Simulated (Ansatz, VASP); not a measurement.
# SnSe in two plane-wave programs, part 2 of 2

One calculation is typed for both programs; each brings its own data sets. How far apart do they land? The structure shown is the end of the Ansatz relaxation below.

VASP 6.6.1 and Ansatz 0.2.0.

So far. Step 3 (VASP: single point, PBE with D3(BJ), pair 1): The run ends at a pressure of 0.05 GPa, with forces up to 0.016 eV/Å.

**5. Ansatz: relaxation, PBE with D3(BJ)**

Level of this step: Ansatz beside VASP: Kohn-Sham DFT, plane waves, PBE with D3(BJ) (Ansatz).

This run makes the geometry at which the two programs are then compared. The cell compared in this pair holds 207.26 Å³, against 210.01 Å³ for the pair before.

The structure compared here is the end of the Ansatz relaxation.

Contents of input.yaml:

```yaml
crystal:
  lattice:
    - [11.28160614, 0.0, 0.0]
    - [0.0, 4.0897801, 0.0]
    - [0.0, 0.0, 4.423918532]
  atoms:
    - { symbol: Sn, position: [0.118593, 0.25, 0.0925598] }
    - { symbol: Sn, position: [0.381407, 0.75, 0.5925598] }
    - { symbol: Sn, position: [0.618593, 0.25, 0.4074402] }
    - { symbol: Sn, position: [0.881407, 0.75, 0.9074402] }
    - { symbol: Se, position: [0.8572655, 0.25, 0.4773824] }
    - { symbol: Se, position: [0.6427345, 0.75, 0.9773824] }
    - { symbol: Se, position: [0.3572655, 0.25, 0.0226176] }
    - { symbol: Se, position: [0.1427345, 0.75, 0.5226176] }
kpoints:
  mp_grid: { grid: [3, 7, 6] }
scf:
  occupations: { method: fermi_dirac, width: 0.02 }
hamiltonian:
  xc: pbe
  pseudopotentials: { kind: paw, azcp: { folder: soft_1 } }
  dispersion: d3bj
basis:
  ecutwfc: 600
output:
  forces: true
  stress: true
relax:
  f_tol: 0.005
  max_steps: 70
  cell: { stress_tol: 0.02, p_target: 0, fix: [a, b, alpha, beta, gamma] }
```

Launch:

```
ansatz run input.yaml --threads 4 --pin off --max-ram 10240MiB --backend cpu --events-out ev --progress --plain --runs-dir out
```

Numbers of over 12 decimals in the logs are rounded to 6 here.

The log of the run:

```text
[...]
Crystal: 8 atoms, lattice volume = 204.116 Å³
Basis set: ecut = 600 eV, 6781 PW (Γ), exchange–correlation on 192×72×72 points (8 copies of the dense FFT grid, shifted against one another)
Bands: 72, of which v1, the nominal top of the filled ones, is band 60 counted from 1 (59 counted from 0)
Symmetry: 8 space group operations
[...]
k-points: 32 of 126
[...]
atoms:
    - { symbol: Sn, position: [0.115190, 0.250000, 0.106125] }
    - { symbol: Sn, position: [0.384810, 0.750000, 0.606125] }
    - { symbol: Sn, position: [0.615190, 0.250000, 0.393875] }
    - { symbol: Sn, position: [0.884810, 0.750000, 0.893875] }
    - { symbol: Se, position: [0.857868, 0.250000, 0.476975] }
    - { symbol: Se, position: [0.642132, 0.750000, 0.976975] }
    - { symbol: Se, position: [0.357868, 0.250000, 0.023025] }
    - { symbol: Se, position: [0.142132, 0.750000, 0.523025] }
[key lines of the parts left out:]
SCF converged after 9 iterations
Free energy (F): -45979.840540 eV
Fermi energy:    9.596763 eV
P = ⅓ Tr σ = 0.8005 GPa (8.005 kbar)
```

**6. VASP: single point, PBE with D3(BJ), pair 2**

The same cell, functional, mesh and smearing now go to VASP, with its own data sets.

Contents of INCAR:

```
SYSTEM = SnSe
PREC = Accurate
ENCUT = 500
EDIFF = 1E-06
NELM = 120
ISMEAR = -1
SIGMA = 0.02
LREAL = .FALSE.
ALGO = Normal
GGA = PE
IVDW = 12
NBANDS = 49
LORBIT = 11
LWAVE = .FALSE.
LCHARG = .FALSE.
ISIF = 2
LASPH = .TRUE.
GGA_COMPAT = .FALSE.
EFERMI = MIDGAP
KPAR = 2
```

Contents of POSCAR:

```
SnSe
1.0
   11.2816061400      0.0000000000      0.0000000000
    0.0000000000      4.0897801000      0.0000000000
    0.0000000000      0.0000000000      4.4920110906
Sn Se
4 4
Direct
    0.1151896864      0.2500000000      0.1061253801
    0.3848103136      0.7500000000      0.6061253801
    0.6151896864      0.2500000000      0.3938746199
    0.8848103136      0.7500000000      0.8938746199
    0.8578676368      0.2500000000      0.4769748486
    0.6421323632      0.7500000000      0.9769748486
    0.3578676368      0.2500000000      0.0230251514
    0.1421323632      0.7500000000      0.5230251514
```

Contents of KPOINTS:

```
Automatic mesh
0
Gamma
3 7 6
0 0 0
```

PAW data sets: Sn_d and Se (PBE family, release 64).

Launch:

```
mpirun -np 2 vasp_std
```

The log of the run:

```text
[... set-up lines as in an earlier step ...]
 entering main loop
       N       E                     dE             d eps       ncg     rms          rms(c)
DAV:   1     0.869043568660E+03    0.86904E+03   -0.36040E+04  3370   0.208E+03
DAV:   2     0.116538872886E+03   -0.75250E+03   -0.73028E+03  3160   0.601E+02
DAV:   3    -0.236585766203E+02   -0.14020E+03   -0.13341E+03  3748   0.204E+02
DAV:   4    -0.330832844180E+02   -0.94247E+01   -0.92381E+01  3684   0.536E+01
[...]
DAV:  11    -0.327106951109E+02   -0.60185E-04   -0.25172E-04  4177   0.929E-02    0.204E-02
DAV:  12    -0.327106811466E+02    0.13964E-04   -0.39724E-05  3972   0.354E-02    0.744E-03
DAV:  13    -0.327106816367E+02   -0.49019E-06   -0.65075E-06  3028   0.953E-03
   1 F= -.35697574E+02 E0= -.35697573E+02  d E =-.274082E-06
```

From OUTCAR (step 6):

```text
 Edisp (eV)   -2.98689

  Total       1.85216     1.34986     0.07230     0.00000     0.00000     0.00000
  in kB      14.31783    10.43487     0.55890     0.00000     0.00000     0.00000
  external pressure =        8.44 kB  Pullay stress =        0.00 kB

 POSITION                                       TOTAL-FORCE (eV/Angst)
 -----------------------------------------------------------------------------------
      1.29952      1.02245      0.47672        -0.016800     -0.000000     -0.014052
      4.34128      3.06734      2.72272         0.016800      0.000000     -0.014052
      6.94033      1.02245      1.76929        -0.016800     -0.000000      0.014052
      9.98208      3.06734      4.01529         0.016800      0.000000      0.014052
      9.67812      1.02245      2.14258         0.005450     -0.000000     -0.014528
      7.24428      3.06734      4.38858        -0.005450     -0.000000     -0.014528
      4.03732      1.02245      0.10343         0.005450     -0.000000      0.014528
      1.60348      3.06734      2.34943        -0.005450     -0.000000      0.014528
 -----------------------------------------------------------------------------------
    total drift:                                0.000000     -0.000000      0.000000

  FREE ENERGIE OF THE ION-ELECTRON SYSTEM (eV)
  ---------------------------------------------------
  free  energy   TOTEN  =       -35.6975735542 eV

  energy  without entropy=      -35.6975732801  energy(sigma->0) =      -35.69757342

[... 1 part as in an earlier step ...]

[... 2 further parts left out ...]
[key lines of the parts left out:]
E-fermi :   6.0941
```

The run ends at a pressure of 0.84 GPa, with forces up to 0.022 eV/Å.

**7. Differences**

What differs besides the data sets and the points named for the pairs above, as far as they apply: the data sets hold 120 valence electrons in Ansatz (on its PAW soft_1 files) and 80 in VASP. Total energies have different zeros and are not compared.

Compared:

| quantity | Ansatz | VASP | difference |
| --- | --- | --- | --- |
| pressure (GPa) | 0.80 | 0.84 | -0.04 |
| gap on the k mesh (eV) | 0.440 | 0.437 | +0.003 |

At this near-relaxed geometry the largest component of a force difference is 15 meV/Å. A gap on the mesh is an upper bound, since the band edges may lie between its points.

**8. Summary of results**

```
difference in gap on the k mesh (single point, PBE with D3(BJ), pair 1) : 0.010 eV
r.m.s. force difference (single point, PBE with D3(BJ), pair 1)         : 9.1 meV/Å
difference in gap on the k mesh (single point, PBE with D3(BJ), pair 2) : 0.0033 eV
r.m.s. force difference (single point, PBE with D3(BJ), pair 2)         : 9.8 meV/Å
```

The r.m.s. force difference is 9.8 meV/Å (single point, PBE with D3(BJ), pair 2), within the 12 meV/Å picked in this series as the mark of a large difference. The data sets hold unlike numbers of valence electrons (120 in Ansatz and 80 in VASP), so part of the differences comes from the potentials. Such differences can come from data sets, numerical settings and the points named under the comparisons, not from the functional's error against experiment.

[Lines on the potential files, build, host, timing and source positions are cut from VASP's logs without a mark.]

[Logs are printed without paths, hosts, clocks, repeated set-up lines and the standing remarks that a program may print on its own settings, such as how far it seeks lower states.]

[Hosts, paths, dates, database ids (printed as entryN), source tags and the programs' standing remarks are cut or masked in the printed files.]
